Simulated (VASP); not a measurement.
# KCa4 in VASP: notebook, part 2 of 2

VASP 6.6.1.

## Step 3: Single point, PBEsol

This run uses another cell than the first one: it holds 5 atoms, not 4.

INCAR reads:

```
PREC = Accurate
ENCUT = 520
EDIFF = 1E-6
ISMEAR = 0
SIGMA = 0.1
LREAL = F
LASPH = T
NELM = 100
ALGO = Fast
ISIF = 2
LWAVE = F
LCHARG = F
LDIPOL = T
IDIPOL = 3
DIPOL = 0.5 0.5 0.518
GGA = PS
NBANDS = 32
```

KPOINTS reads:

```
regular mesh
0
Gamma
  7 7 1
```

POSCAR reads:

```
KCa4
1.0
    4.3230136922      0.0000000000      0.0000000000
    0.0000000000      4.3230136922      0.0000000000
    0.0000000000      0.0000000000     25.4845205383
Ca K
4 1
Direct
    0.5000000000      0.5000000000      0.3335358022
    0.0000000000      0.0000000000      0.4183522633
    0.5000000000      0.5000000000      0.5007026109
    0.0000000000      0.0000000000      0.5891813278
    0.0000000000      0.0000000000      0.7462373666
```

Potentials or basis: VASP PAW PBE potentials, release 64 (Ca_sv, K_sv).

Run with:

```bash
cat potpaw_PBE.64/Ca_sv/POTCAR potpaw_PBE.64/K_sv/POTCAR > POTCAR
mpirun -np 1 vasp_std > vasp.out
```

OUTCAR:

```text
PREC = Accurate
   ENCUT = 520
   EDIFF = 1E-6
   ISMEAR = 0
   LREAL = F
   LASPH = T
   NELM = 100
   ISIF = 2
   GGA = PS

 ion  position               nearest neighbor table
   1  0.500  0.500  0.334-
   2  0.000  0.000  0.418-
   3  0.500  0.500  0.501-
   4  0.000  0.000  0.589-
   5  0.000  0.000  0.746-

  LATTYP: Found a simple tetragonal cell.
 ALAT       =     4.3230136922
 C/A-ratio  =     5.8950820776

  Lattice vectors:

 A1 = (   4.3230136922,   0.0000000000,   0.0000000000)
 A2 = (   0.0000000000,   4.3230136922,   0.0000000000)
 A3 = (   0.0000000000,   0.0000000000,  25.4845205383)

Analysis of symmetry for initial positions (statically):
=====================================================================
 Subroutine PRICEL returns:
 Original cell was already a primitive cell.

 Routine SETGRP: Setting up the symmetry group for a
 simple tetragonal supercell.

 Subroutine GETGRP returns: Found  8 space group operations
[... 163 lines left out ...]

 val. band max:       -0.6161437190   @ k =   0.1429   0.1429   0.0000
 cond. band min:      -0.5284926015   @ k =   0.2857   0.2857   0.0000
 fundamental gap:      0.0876511174
 Fermi energy:        -0.5700803762

 k-point     1 :       0.0000    0.0000    0.0000
  band No.  band energies     occupation
      1     -43.1012      2.00000
      2     -43.0379      2.00000
      3     -42.3117      2.00000
      4     -42.2471      2.00000
      5     -32.8407      2.00000
      6     -24.1799      2.00000
[... 339 lines left out ...]
     31       0.5605      0.00000
     32       0.8385      0.00000

------------------------ aborting loop because EDIFF is reached ----------------------------------------

 vacuum level on the upper side and lower side of the slab       (xc-potential included)        -0.521        -0.120

  FORCE on cell =-STRESS in cart. coord.  units (eV):
  Direction    XX          YY          ZZ          XY          YZ          ZX
  --------------------------------------------------------------------------------------
  -------------------------------------------------------------------------------------
  Total       -1.7823406     -1.7823406      0.0766718      0.0000000      0.0000000      0.0000000
  in kB       -5.9958616     -5.9958616      0.2579269      0.0000000      0.0000000      0.0000000
  external PRESSURE =      -3.9112654 kB  Pullay stress =       0.0000000 kB

 VOLUME and BASIS-vectors are now :
 -----------------------------------------------------------------------------
  energy-cutoff  :      520.00
  volume of cell :      476.27
      direct lattice vectors                 reciprocal lattice vectors
     4.323013692  0.000000000  0.000000000     0.231320109  0.000000000  0.000000000
     0.000000000  4.323013692  0.000000000     0.000000000  0.231320109  0.000000000
     0.000000000  0.000000000 25.484520538     0.000000000  0.000000000  0.039239506

 POSITION                                       TOTAL-FORCE (eV/Angst)
 -----------------------------------------------------------------------------------
      2.16151      2.16151      8.50000         0.000000      0.000000     -0.062121
      0.00000      0.00000     10.66151         0.000000     -0.000000      0.055444
      2.16151      2.16151     12.76017         0.000000      0.000000     -0.008661
      0.00000      0.00000     15.01500         0.000000      0.000000      0.004179
      0.00000      0.00000     19.01750         0.000000     -0.000000      0.011158
 -----------------------------------------------------------------------------------
    total drift:                               -0.000000      0.000000     -0.002060

  FREE ENERGIE OF THE ION-ELECTRON SYSTEM (eV)
  ---------------------------------------------------
  free  energy   TOTEN  =        -8.3916430003 eV

  energy  without entropy=       -8.3658781319  energy(sigma->0) =       -8.37876057

 vacuum level on the upper side and lower side of the slab         1.556         1.966
```

It took 8.7 min on 1 thread of Intel Xeon 6975P-C (Granite Rapids), shared host; peak memory 0.52 GiB.

Results:

| Quantity | Value |
| --- | --- |
| Free energy | -8.3916 eV |
| Largest force | 0.062 eV/Å |
| Band gap on the k mesh | none (metal or under the smearing width) |

Forces on the atoms (eV/Å):
```
Ca   0.000  0.000 -0.062
Ca   0.000  0.000  0.055
Ca   0.000  0.000 -0.009
Ca   0.000  0.000  0.004
K    0.000  0.000  0.011
```

Levels at points of the mesh, in eV from the Fermi level:
| k point | band 22 | band 23 | band 24 | band 25 | band 26 | band 27 | band 28 | band 29 |
| --- | --- | --- | --- | --- | --- | --- | --- | --- |
| (0.00, 0.00, 0.00) | -2.81 | -1.73 | -1.06 | -0.29 | 0.20 | 0.62 | 0.79 | 0.84 |

Caveat: the PAW data sets were made with another functional, which shifts forces and pressure a little.

## Step 4: Single point, PBEsol

This run uses another cell than the first one: it holds 5 atoms, not 4.

INCAR reads:

```
  ALGO = Fast
  DIPOL = 0.5 0.5 0.510
  EDIFF = 1E-6
  ENCUT = 520
  GGA = PS
  IDIPOL = 3
  ISIF = 2
  ISMEAR = 0
  LASPH = T
  LCHARG = F
  LDIPOL = T
  LREAL = F
  LWAVE = F
  NBANDS = 34
  NELM = 100
  PREC = Accurate
  SIGMA = 0.1
```

KPOINTS reads:

```
k-points
0
Gamma
  7 7 1
```

POSCAR reads:

```
Ca4Cu
1.0
    4.3230136922      0.0000000000      0.0000000000
    0.0000000000      4.3230136922      0.0000000000
    0.0000000000      0.0000000000     25.4845205383
Ca Cu
4 1
Direct
    0.5000000000      0.5000000000      0.3335358022
    0.0000000000      0.0000000000      0.4183522633
    0.5000000000      0.5000000000      0.4996200934
    0.0000000000      0.0000000000      0.5973949324
    0.0000000000      0.0000000000      0.6991385602
```

Potentials or basis: VASP PAW PBE potentials, release 64 (Ca_sv, Cu).

Run with:

```bash
cat potpaw_PBE.64/Ca_sv/POTCAR potpaw_PBE.64/Cu/POTCAR > POTCAR
mpirun -np 1 vasp_std > vasp.out
```

Wall time 6.8 min (1 thread of Intel Xeon 6975P-C (Granite Rapids), shared host); peak memory 0.54 GiB.

The run converged. Its results:

```yaml
Free_energy: -9.2405 eV
Largest_force: 0.049 eV/Å
Band_gap_on_the_k_mesh: none (metal or under the smearing width)
```

Forces in eV/Å, atoms in the order of the input:
```
Ca   0.000  0.000 -0.005
Ca   0.000  0.000 -0.004
Ca   0.000  0.000  0.016
Ca   0.000  0.000 -0.049
Cu   0.000  0.000  0.042
```

Levels at points of the mesh, in eV from the Fermi level:
| k point | band 21 | band 22 | band 23 | band 24 | band 25 | band 26 | band 27 | band 28 | band 29 | band 30 |
| --- | --- | --- | --- | --- | --- | --- | --- | --- | --- | --- |
| (0.00, 0.00, 0.00) | -1.49 | -1.49 | -1.31 | -1.18 | -0.95 | -0.05 | 0.19 | 0.80 | 0.95 | 1.77 |

Caveat: the PAW data sets were made with another functional, which shifts forces and pressure a little.

## Step 5: Overview

| potentials or basis | cell | further INCAR settings | gap on the mesh (eV) | largest force (eV/Å) |
| --- | --- | --- | --- | --- |
| VASP PAW PBE potentials, release 64 (Ca_sv) | clean slab, lower half held | ALGO = Fast; EDIFF = 1e-07; NBANDS = 28 | none | 0.05 |
| VASP PAW PBE potentials, release 64 (Ca_sv, K_sv) | as given | ALGO = Fast; EDIFF = 1e-06; NBANDS = 32 | none | 0.06 |
| VASP PAW PBE potentials, release 64 (Ca_sv, Cu) | as given | ALGO = Fast; EDIFF = 1e-06; NBANDS = 34 | none | 0.05 |

Some of these runs hold the atoms at other places in the same cell, which the table doesn't show; runs alike in all that it shows share one row.

Alike in all rows: task single point; level PBEsol; no spin polarisation; k mesh 7 × 7 × 1; cutoff (eV) 520; smearing gaussian 0.1 eV.

Caveats: the PAW data sets were made with another functional, which shifts forces and pressure a little.

Total energies depend on the potentials used, so only differences within one code and one set of settings carry meaning.
